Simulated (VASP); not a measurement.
Output of a VASP run:

File OSZICAR:
```
       N       E                     dE             d eps       ncg     rms          rms(c)
DAV:   1     0.275013987980E+03    0.27501E+03   -0.14729E+04  5690   0.132E+03
DAV:   2    -0.153060814785E+02   -0.29032E+03   -0.28762E+03  6298   0.414E+02
DAV:   3    -0.220833870200E+02   -0.67773E+01   -0.66639E+01  6637   0.739E+01
DAV:   4    -0.221542153276E+02   -0.70828E-01   -0.70032E-01  6274   0.699E+00
DAV:   5    -0.221548355399E+02   -0.62021E-03   -0.61712E-03  6050   0.642E-01    0.235E+01
DAV:   6    -0.208598394440E+02    0.12950E+01   -0.31907E+00  5947   0.176E+01    0.724E+00
DAV:   7    -0.207102319800E+02    0.14961E+00   -0.58268E-01  6382   0.682E+00    0.881E-01
DAV:   8    -0.207005946937E+02    0.96373E-02   -0.10264E-02  5846   0.109E+00    0.192E-01
DAV:   9    -0.207007231582E+02   -0.12846E-03   -0.34120E-04  6678   0.157E-01    0.199E-02
DAV:  10    -0.207007102871E+02    0.12871E-04   -0.14988E-05  5957   0.346E-02    0.119E-02
DAV:  11    -0.207007135420E+02   -0.32549E-05   -0.13907E-06  5858   0.116E-02    0.749E-04
DAV:  12    -0.207007125021E+02    0.10399E-05   -0.33482E-08  2971   0.148E-03    0.316E-04
DAV:  13    -0.207007121676E+02    0.33445E-06   -0.10437E-08  2854   0.793E-04    0.140E-04
DAV:  14    -0.207007122311E+02   -0.63415E-07   -0.16211E-09  2843   0.357E-04
   1 F= -.20700712E+02 E0= -.20700712E+02  d E =0.000000E+00
```

**OUTCAR**
```
------------------------ aborting loop because EDIFF is reached ----------------------------------------
  FORCE on cell =-STRESS in cart. coord.  units (eV):
  Direction    XX          YY          ZZ          XY          YZ          ZX
  --------------------------------------------------------------------------------------
  Total        0.0622605      0.0622605      0.0090815      0.0000000      0.0000000      0.0000000
  in kB        3.4764330      3.4764342      0.5070838      0.0000000      0.0000000      0.0000000
  external PRESSURE =       2.4866503 kB  Pullay stress =       0.0000000 kB
  volume of cell :       28.69
      direct lattice vectors                 reciprocal lattice vectors
     1.372462094 -2.377174474  0.000000000     0.364308787 -0.210333741  0.000000000
     1.372462094  2.377174474  0.000000000     0.364308787  0.210333741  0.000000000
     0.000000000  0.000000000  4.397421611     0.000000000  0.000000000  0.227405987
 POSITION                                       TOTAL-FORCE (eV/Angst)
 -----------------------------------------------------------------------------------
      1.37246      0.79239      1.09936        -0.000000     -0.000000      0.000000
      1.37246     -0.79239      3.29807         0.000000      0.000000      0.000000
 -----------------------------------------------------------------------------------
    total drift:                                0.000027      0.000619     -0.000043
  FREE ENERGIE OF THE ION-ELECTRON SYSTEM (eV)
  ---------------------------------------------------
  free  energy   TOTEN  =       -20.7007122311 eV

  energy  without entropy=      -20.7007122311  energy(sigma->0) =      -20.70071223

 total charge

# of ion       s       p       d       tot
------------------------------------------
    1        0.478   6.491   5.116  12.085
    2        0.478   6.491   5.116  12.085
--------------------------------------------------
tot          0.956  12.982  10.233  24.170
```
(Selected blocks of OUTCAR.)

POSCAR:
```
Tc
1
    1.3724620937    -2.3771744735     0.0000000000
    1.3724620937     2.3771744735    -0.0000000000
   -0.0000000000     0.0000000000     4.3974216113
Tc
2
Direct
  0.3333330000   0.6666670000   0.2500000000
  0.6666670000   0.3333330000   0.7500000000
```

Reconstruct the remaining input files.

Several could match; the one computed here: the input of the run itself, PBE GGA, plane waves, VASP's PBE PAW potentials (set 64).

**INCAR**
```
SYSTEM = Tc
PREC = Accurate; ENCUT = 400; LREAL = F
LASPH = T
EDIFF = 1E-7; NELM = 100; ALGO = Normal
LMAXMIX = 4
ISMEAR = -5
GGA = PE
ISIF = 2
LWAVE = F; LCHARG = T; LORBIT = 11
NEDOS = 601
```

KPOINTS:
```
Automatic mesh
0
Gamma
17 17 9
0 0 0
```

POTCAR, in this order: Tc_pv (PBE.64 set). Program: vasp_std.

For a metal the tetrahedron method with Blöchl corrections gives inexact stress and forces.

The compound is Tc in the hcp structure. It was relaxed first.
